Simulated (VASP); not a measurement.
# A VASP study of FeSi2 (Linzhiite) (optB86b-vdW + U): structure first, properties next, part 12 of 12

What structure does FeSi2 (Linzhiite) take at this level, and what are its properties? The start is a cell from a database of measured crystal structures.

VASP 6.6.1, plane waves and PAW; the level of theory is named at each step.

Still holding for the runs below: The magnetic order is the lowest of the few collinear ones that converged above; longer or canted patterns were not tried. The cell is doubled for it, so bands and modes from the zone boundary of the chemical cell fold onto Γ and the labels are those of the larger cell. A U on the itinerant d states of such a compound is hard to justify; it moves the bands at the Fermi level and favours large moments.

So far, pressure (GPa): step 2 (magnetic order: ferromagnetic) 12.1; step 9 (single point with fields (optB86b-vdW + U)) 0.0950; step 10 (band structure (optB86b-vdW + U)) 0.0886; step 11 (density of states (optB86b-vdW + U)) -0.137; step 12 (optical spectrum (optB86b-vdW + U)) -0.241. The relaxed cell has a = 2.747, c = 5.227 Å (conventional setting).

### 14. Ionic relaxation at fixed cell (optB86b-vdW + U), changed input

Level of this step: optB86b-vdW, DFT+U (Fe d 5 eV), spin-polarised from an antiferromagnetic start; plane waves and PAW (Fe, Si) (VASP).

With the cell held (ISIF = 2), the atoms move to where the forces vanish. Some settings are moved from the usual, to see what they do.

The input, INCAR:

```
SYSTEM = FeSi2
PREC = Accurate
ENCUT = 400
EDIFF = 1E-06
NELM = 100
ISMEAR = 0
SIGMA = 0.05
LREAL = .FALSE.
ALGO = Normal
GGA = MK
AGGAC = 0
LUSE_VDW = .TRUE.
PARAM1 = 0.1234
PARAM2 = 1
LASPH = .TRUE.
NBANDS = 25
ISPIN = 2
MAGMOM = 2.147 -2.147 0 0 0 0
LDAU = .TRUE.
LDAUTYPE = 2
LDAUL = 2 -1
LDAUU = 5 0
LDAUJ = 0 0
LDAUPRINT = 1
LMAXMIX = 4
LORBIT = 11
LWAVE = .FALSE.
LCHARG = .FALSE.
KPAR = 8
IBRION = 1
NSW = 60
ISIF = 2
EDIFFG = -0.01
POTIM = 0.2
```

The input, POSCAR:

```
FeSi2
1.0
    5.4941218942      0.0000000000      0.0000000000
    2.7470609472      2.7470609472      0.0000000000
    0.0000000000      0.0000000000      5.2268827890
Fe Si
2 4
Direct
    0.0000000000      0.5000000000      0.0000000000
    0.5000000000      0.5000000000      0.0000000000
    0.0000000000      0.0000000000      0.2755871446
    0.5000000000      0.0000000000      0.2755871446
    0.0000000000      0.0000000000      0.7244128554
    0.5000000000      0.0000000000      0.7244128554
```

The input, KPOINTS:

```
Automatic mesh
0
Gamma
8 8 5
0 0 0
```

The projector-augmented-wave data sets are Fe and Si (PBE family, release 64).

Run with:

```sh
> mpirun -np 8 vasp_std
```

The program printed:

```text
[... set-up lines as in an earlier step ...]
 entering main loop
       N       E                     dE             d eps       ncg     rms          rms(c)
DAV:   1     0.172976320689E+03    0.17298E+03   -0.10963E+04  4500   0.104E+03
DAV:   2    -0.117999392829E+02   -0.18478E+03   -0.17106E+03  4512   0.253E+02
DAV:   3    -0.227005740665E+02   -0.10901E+02   -0.10294E+02  5917   0.729E+01
DAV:   4    -0.231029362333E+02   -0.40236E+00   -0.39901E+00  5729   0.133E+01
DAV:   5    -0.231181821425E+02   -0.15246E-01   -0.15229E-01  6249   0.250E+00    0.217E+01
DAV:   6    -0.265498620190E+02   -0.34317E+01   -0.34894E+01  6206   0.108E+02    0.234E+01
DAV:   7    -0.212828747061E+02    0.52670E+01   -0.18836E+01  5921   0.905E+01    0.758E+00
DAV:   8    -0.217680120591E+02   -0.48514E+00   -0.20191E+00  6573   0.102E+01    0.487E+00
DAV:   9    -0.217986506313E+02   -0.30639E-01   -0.21610E-01  7654   0.820E+00    0.198E+00
DAV:  10    -0.218331347483E+02   -0.34484E-01   -0.88837E-02  7992   0.413E+00    0.774E-01
DAV:  11    -0.218645210471E+02   -0.31386E-01   -0.33588E-02  7385   0.207E+00    0.409E-01
DAV:  12    -0.218757318718E+02   -0.11211E-01   -0.12600E-02  7347   0.156E+00    0.306E-01
DAV:  13    -0.218833622036E+02   -0.76303E-02   -0.16078E-02  7804   0.177E+00    0.162E-01
DAV:  14    -0.218850363458E+02   -0.16741E-02   -0.34116E-03  6854   0.455E-01    0.900E-02
DAV:  15    -0.218853810596E+02   -0.34471E-03   -0.47173E-04  7000   0.252E-01    0.436E-02
DAV:  16    -0.218854637025E+02   -0.82643E-04   -0.23745E-04  6847   0.141E-01    0.217E-02
DAV:  17    -0.218854781648E+02   -0.14462E-04   -0.22118E-05  6423   0.427E-02    0.125E-02
DAV:  18    -0.218854835266E+02   -0.53618E-05   -0.54880E-06  6115   0.366E-02    0.506E-03
DAV:  19    -0.218854837204E+02   -0.19377E-06   -0.37969E-06  3736   0.213E-02
   1 F= -.21885484E+02 E0= -.21884448E+02  d E =-.218855E+02  mag=     0.0000
 BRION: g(F)=  0.479E-04 g(S)=  0.000E+00
 bond charge predicted
       N       E                     dE             d eps       ncg     rms          rms(c)
DAV:   1    -0.218855182756E+02   -0.34749E-04   -0.27348E-04  4746   0.894E-02    0.113E-02
DAV:   2    -0.218855215588E+02   -0.32832E-05   -0.27838E-05  6158   0.739E-02    0.102E-02
DAV:   3    -0.218855215556E+02    0.31869E-08   -0.42210E-06  5459   0.336E-02
   2 F= -.21885522E+02 E0= -.21884494E+02  d E =-.378352E-04  mag=     0.0000
 BRION: g(F)=  0.156E-04 g(S)=  0.000E+00 retain N=  1 mean eig= 2.33
 eig:   2.327
 bond charge predicted
       N       E                     dE             d eps       ncg     rms          rms(c)
DAV:   1    -0.218855348448E+02   -0.13286E-04   -0.45975E-04  4694   0.114E-01    0.162E-02
DAV:   2    -0.218855407432E+02   -0.58984E-05   -0.51340E-05  6373   0.103E-01    0.162E-02
DAV:   3    -0.218855403429E+02    0.40027E-06   -0.83940E-06  6126   0.493E-02
   3 F= -.21885540E+02 E0= -.21884523E+02  d E =-.187873E-04  mag=     0.0000
 BRION: g(F)=  0.481E-09 g(S)=  0.000E+00 retain N=  1 mean eig= 2.34
 eig:   2.340
 reached required accuracy - stopping structural energy minimisation
```

Run time: 3 min. Hardware: 8 MPI ranks of Intel Xeon Platinum 8259CL at 2.50GHz (Skylake/Cascade Lake), shared host; peak memory 4.1 GiB; 24 min of CPU time.

From OUTCAR (step 14):

```text
   NELECT =      32.0000    total number of electrons

atom =   1  type =  1  l = 2

 onsite density matrix

spin component  1

  0.8640 -0.0000 -0.0000 -0.0000 -0.0000
 -0.0000  0.8818  0.0000  0.0000 -0.0000
 -0.0000  0.0000  0.8907  0.0000  0.0000
 -0.0000  0.0000  0.0000  0.8818  0.0000
 -0.0000 -0.0000  0.0000  0.0000  0.8708

spin component  2

  0.7824 -0.0000 -0.0000  0.0000  0.0000
 -0.0000  0.6033 -0.0000  0.0000  0.0000
 -0.0000 -0.0000  0.2066 -0.0000  0.0000
  0.0000  0.0000 -0.0000  0.6033 -0.0000
  0.0000  0.0000  0.0000 -0.0000  0.1190

 occupancies and eigenvectors

  o =  0.1190  v =  0.0000  0.0000  0.0000  0.0000  0.0000  0.0000  0.0000  0.0000  0.0000 -1.0000      0.0000  0.0000  0.0000  0.0000  0.0000  0.0000  0.0000  0.0000  0.0000  0.0000
  o =  0.2066  v =  0.0000  0.0000  0.0000  0.0000  0.0000 -0.0000  0.0000 -1.0000  0.0000 -0.0000      0.0000  0.0000  0.0000  0.0000  0.0000  0.0000  0.0000  0.0000  0.0000  0.0000
  o =  0.6033  v =  0.0000  0.0000  0.0000  0.0000  0.0000  0.0000  0.3827 -0.0000 -0.9239 -0.0000      0.0000  0.0000  0.0000  0.0000  0.0000  0.0000  0.0000  0.0000  0.0000  0.0000
  o =  0.6033  v =  0.0000  0.0000  0.0000  0.0000  0.0000 -0.0000 -0.9239  0.0000 -0.3827  0.0000      0.0000  0.0000  0.0000  0.0000  0.0000  0.0000  0.0000  0.0000  0.0000  0.0000
  o =  0.7824  v =  0.0000  0.0000  0.0000  0.0000  0.0000 -1.0000  0.0000  0.0000 -0.0000 -0.0000      0.0000  0.0000  0.0000  0.0000  0.0000  0.0000  0.0000  0.0000  0.0000  0.0000
  o =  0.8640  v =  1.0000  0.0000  0.0000  0.0000  0.0000  0.0000  0.0000  0.0000  0.0000  0.0000      0.0000  0.0000  0.0000  0.0000  0.0000  0.0000  0.0000  0.0000  0.0000  0.0000
  o =  0.8708  v = -0.0000  0.0000 -0.0000 -0.0000  1.0000  0.0000  0.0000  0.0000  0.0000  0.0000      0.0000  0.0000  0.0000  0.0000  0.0000  0.0000  0.0000  0.0000  0.0000  0.0000
  o =  0.8818  v =  0.0000  0.3827  0.0000 -0.9239 -0.0000  0.0000  0.0000  0.0000  0.0000  0.0000      0.0000  0.0000  0.0000  0.0000  0.0000  0.0000  0.0000  0.0000  0.0000  0.0000
  o =  0.8818  v = -0.0000  0.9239  0.0000  0.3827 -0.0000  0.0000  0.0000  0.0000  0.0000  0.0000      0.0000  0.0000  0.0000  0.0000  0.0000  0.0000  0.0000  0.0000  0.0000  0.0000
  o =  0.8907  v =  0.0000  0.0000 -1.0000 -0.0000 -0.0000  0.0000  0.0000  0.0000  0.0000  0.0000      0.0000  0.0000  0.0000  0.0000  0.0000  0.0000  0.0000  0.0000  0.0000  0.0000

atom =   2  type =  1  l = 2

 onsite density matrix

spin component  1

  0.7824 -0.0000 -0.0000  0.0000  0.0000
 -0.0000  0.6033  0.0000  0.0000  0.0000
 -0.0000  0.0000  0.2066  0.0000  0.0000
  0.0000  0.0000  0.0000  0.6033 -0.0000
  0.0000  0.0000  0.0000 -0.0000  0.1190

spin component  2

  0.8640 -0.0000 -0.0000 -0.0000 -0.0000
 -0.0000  0.8818 -0.0000  0.0000 -0.0000
 -0.0000 -0.0000  0.8907  0.0000  0.0000
 -0.0000  0.0000  0.0000  0.8818  0.0000
 -0.0000 -0.0000  0.0000  0.0000  0.8708

 occupancies and eigenvectors

  o =  0.1190  v =  0.0000 -0.0000  0.0000  0.0000 -1.0000  0.0000  0.0000  0.0000  0.0000  0.0000      0.0000  0.0000  0.0000  0.0000  0.0000  0.0000  0.0000  0.0000  0.0000  0.0000
  o =  0.2066  v = -0.0000  0.0000 -1.0000  0.0000 -0.0000  0.0000  0.0000  0.0000  0.0000  0.0000      0.0000  0.0000  0.0000  0.0000  0.0000  0.0000  0.0000  0.0000  0.0000  0.0000
  o =  0.6033  v = -0.0000 -0.3827 -0.0000  0.9239  0.0000  0.0000  0.0000  0.0000  0.0000  0.0000      0.0000  0.0000  0.0000  0.0000  0.0000  0.0000  0.0000  0.0000  0.0000  0.0000
  o =  0.6033  v =  0.0000  0.9239  0.0000  0.3827 -0.0000  0.0000  0.0000  0.0000  0.0000  0.0000      0.0000  0.0000  0.0000  0.0000  0.0000  0.0000  0.0000  0.0000  0.0000  0.0000
  o =  0.7824  v = -1.0000  0.0000  0.0000 -0.0000 -0.0000  0.0000  0.0000  0.0000  0.0000  0.0000      0.0000  0.0000  0.0000  0.0000  0.0000  0.0000  0.0000  0.0000  0.0000  0.0000
  o =  0.8640  v =  0.0000  0.0000  0.0000  0.0000  0.0000  1.0000  0.0000  0.0000  0.0000  0.0000      0.0000  0.0000  0.0000  0.0000  0.0000  0.0000  0.0000  0.0000  0.0000  0.0000
  o =  0.8708  v =  0.0000  0.0000  0.0000  0.0000  0.0000 -0.0000 -0.0000 -0.0000 -0.0000  1.0000      0.0000  0.0000  0.0000  0.0000  0.0000  0.0000  0.0000  0.0000  0.0000  0.0000
  o =  0.8818  v =  0.0000  0.0000  0.0000  0.0000  0.0000 -0.0000 -0.3827 -0.0000  0.9239 -0.0000      0.0000  0.0000  0.0000  0.0000  0.0000  0.0000  0.0000  0.0000  0.0000  0.0000
  o =  0.8818  v =  0.0000  0.0000  0.0000  0.0000  0.0000  0.0000 -0.9239 -0.0000 -0.3827 -0.0000      0.0000  0.0000  0.0000  0.0000  0.0000  0.0000  0.0000  0.0000  0.0000  0.0000
  o =  0.8907  v =  0.0000  0.0000  0.0000  0.0000  0.0000  0.0000  0.0000 -1.0000 -0.0000 -0.0000      0.0000  0.0000  0.0000  0.0000  0.0000  0.0000  0.0000  0.0000  0.0000  0.0000

 E-fermi :   9.5404

 spin component 1
 k-point     1 :       0.0000    0.0000    0.0000
  band No.  band energies     occupation
    ...
     12       7.0665      1.00000
     13       7.0668      1.00000
     14       7.2853      1.00000
     15       8.8570      1.00000
     16       8.9909      1.00000
     17      11.1294      0.00000
     18      12.0611      0.00000
     19      12.0612      0.00000
     20      12.1889      0.00000
     21      12.2269      0.00000
    ...

 k-point     2 :       0.1250    0.0000    0.0000
  band No.  band energies     occupation
    ...
     12       6.9138      1.00000
     13       6.9956      1.00000
     14       7.1533      1.00000
     15       9.1792      1.00000
     16       9.3070      1.00000
     17      10.6850      0.00000
     18      11.0758      0.00000
     19      11.1430      0.00000
     20      12.0968      0.00000
     21      12.1640      0.00000
    ...

Total vdW correction in eV:      4.2605743

  Total       -0.0104638     -0.0104638      0.1925198     -0.0000000      0.0000000     -0.0000000
  in kB       -0.2125155     -0.2125155      3.9099990     -0.0000000      0.0000000     -0.0000000
  external PRESSURE =       1.1616560 kB  Pullay stress =       0.0000000 kB

 POSITION                                       TOTAL-FORCE (eV/Angst)
 -----------------------------------------------------------------------------------
      1.37353      1.37353     -0.00000        -0.000000      0.000000      0.000000
      4.12059      1.37353     -0.00000        -0.000000      0.000000      0.000000
     -0.00000     -0.00000      1.43934        -0.000000      0.000000     -0.000079
      2.74706      0.00000      1.43934         0.000000     -0.000000     -0.000079
      0.00000     -0.00000      3.78754         0.000000     -0.000000      0.000079
      2.74706      0.00000      3.78754         0.000000     -0.000000      0.000079
 -----------------------------------------------------------------------------------
    total drift:                                0.000000      0.000000     -0.000000

  FREE ENERGIE OF THE ION-ELECTRON SYSTEM (eV)
  ---------------------------------------------------
  free  energy   TOTEN  =       -21.8855403429 eV

  energy  without entropy=      -21.8835048411  energy(sigma->0) =      -21.88452259

Total vdW correction in eV:      4.2605207

 magnetization (x)
# of ion       s       p       d       tot
------------------------------------------
    1        0.025   0.047   2.072   2.144
    2       -0.025  -0.047  -2.072  -2.144
    3        0.000   0.000   0.000   0.000
    4        0.000   0.000   0.000   0.000
    5        0.000   0.000   0.000   0.000
    6        0.000   0.000   0.000   0.000
--------------------------------------------------
tot          0.000   0.000  -0.000  -0.000

[... 9 parts as in an earlier step ...]

[... 9 further parts left out ...]
```

CONTCAR:

```
FeSi2
   1.00000000000000
     5.4941218942000001    0.0000000000000000    0.0000000000000000
     2.7470609472000000    2.7470609472000000    0.0000000000000000
     0.0000000000000000    0.0000000000000000    5.2268827890000003
  Fe              Si
     2     4
Direct
    -0.0000000000000000    0.5000000000000000   -0.0000000000000000
     0.5000000000000000    0.5000000000000000   -0.0000000000000000
     0.0000000000000000   -0.0000000000000000    0.2753732226025082
     0.5000000000000000    0.0000000000000000    0.2753732226025082
     0.0000000000000000   -0.0000000000000000    0.7246267773974918
     0.5000000000000000    0.0000000000000000    0.7246267773974918
```

No atom moved by 0.005 Å in the relaxation.

This step gave:

- irreducible k-points: 45
- free energy (TOTEN): -21.89 eV
- Fermi energy: 9.540 eV
- pressure: 0.1162 GPa
- SCF cycles over all ionic steps: 25

It ends with forces under 0.001 eV/Å.

### 15. What came out

```json
{
 "relaxed volume": "13.15 Å³/atom",
 "relaxed conventional cell a, b, c": "2.747, 2.747, 5.227 Å",
 "space group after relaxing, within 0.02 Å": "P4/mmm (No. 123)",
 "moment of the cell (12×12×7 mesh)": "0 μB",
 "largest site moment (12×12×7 mesh)": "2.14 μB on Fe1",
 "band gap": "none, a metal",
 "DOS at the Fermi level, cell of 6 atoms": "1.32 states/eV/cell",
 "highest zone-centre mode": "469 cm⁻¹"
}
```

In words: With optB86b-vdW + U, FeSi2 (Linzhiite) relaxes to 13.15 Å³/atom in space group P4/mmm, comes out as a metal and keeps moments of up to 2.14 μB (12×12×7 mesh). Against the listed cell the volume lies +5.4 % (a +1.9 %, c +1.6 %). Of 4 collinear starts at optB86b-vdW + U, the lowest ends antiferromagnetic, q = (1/2, 1/2, 0). Band structure (optB86b-vdW + U): Of the bands kept, 2 cross the Fermi level on this path. Zone-centre phonons (optB86b-vdW + U): The highest mode in this list at Γ, 469.0 cm⁻¹, is mostly motion of Si (100 % of the kinetic energy). Only a few collinear orders were tried, on the cell as listed. Modes at Γ alone can't show that the crystal is stable at other wave vectors. In such a metal, moments, volume and the states at the Fermi level hinge on the chosen U. No search among competing phases was made, and a listed structure need not be the one stable at ambient conditions. All values are for a static lattice at zero temperature.

[Lines on the potential files, build, host, timing and source positions are cut from VASP's logs without a mark.]

[Logs are printed without paths, hosts, clocks, repeated set-up lines and the standing remarks that a program may print on its own settings, such as how far it seeks lower states.]

[Hosts, paths, dates, database ids (printed as entryN), source tags and the programs' standing remarks are cut or masked in the printed files.]

[A measured line is paired with the nearest computed mode of its activity, which favours agreement.]
